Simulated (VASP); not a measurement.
Energy against volume of PbSe (rock salt). Calculation: revTPSS meta-GGA, VASP's PBE PAW potentials (set 64) (plane waves; VASP 6.6.1).

| V (Å³/atom) | E (eV/atom) |
|---|---|
| 27.512 | 21.52853 |
| 28.390 | 21.51394 |
| 29.268 | 21.50914 |
| 30.146 | 21.51263 |
| 31.024 | 21.52322 |

### Question
Fit a third-order Birch-Murnaghan equation of state.

### Answer

```json
{
 "volume_per_atom": "29.31 Å^3/atom",
 "bulk_modulus": "50.1 GPa",
 "pressure_derivative_of_the_bulk_modulus": "4.38",
 "lattice_constant_a": "6.167 Å"
}
```

Measured: a 6.105 Å at 120 K (computed value off by +1.0 %), as given by Noda, Masumoto, Ohba, Saito, Toriumi, Iwata, Shibuya, Acta Cryst. C 43, 1443 (1987), by a structure database's card. The calculation is for a static lattice, while the measured a holds thermal and zero-point effects, which are part of the difference.

The compound is PbSe in the rock salt structure. It was relaxed first.
